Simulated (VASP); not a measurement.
Cu2B:

```xyz
6
Lattice="0.0000 3.2835 3.2835 3.2835 0.0000 3.2835 3.2835 3.2835 0.0000" Properties=species:S:1:pos:R:3 pbc="T T T"
Cu    0.8209    0.8209    0.8209
Cu    0.8209    2.4626    2.4626
Cu    2.4626    2.4626    0.8209
Cu    2.4626    0.8209    2.4626
B     3.2835    3.2835    3.2835
B     4.9252    4.9252    4.9252
```

The cell was built by a generator and needn't be a form met in nature.

Base run:

| Property | Result |
| --- | --- |
| Program | VASP 6.6.1 |
| Functional | PBEsol |
| Potentials or basis | VASP PAW PBE potentials, release 64 (Cu, B) |
| Cutoff | 520 eV |
| k mesh | 5 × 5 × 5 |
| Occupations | fermi-dirac, width 0.05 eV |
| Spin | no spin polarisation |
| Hubbard terms | Cu d U = 4 eV |

Its results: band gap on the k mesh none (metal or under the smearing width); pressure -9.2 GPa.

Problem. The run is repeated on the same cell with these changes: hubbard terms from Cu d U = 4 eV to Cu d U = 2 eV. What comes out?

Solution. Band gap on the k mesh none (metal or under the smearing width); pressure -7.9 GPa.

Caveats: the PAW data sets were made with another functional, which shifts forces and pressure a little; U without spin polarisation on a metal has little footing; the U is typed as a test and isn't derived for this compound.
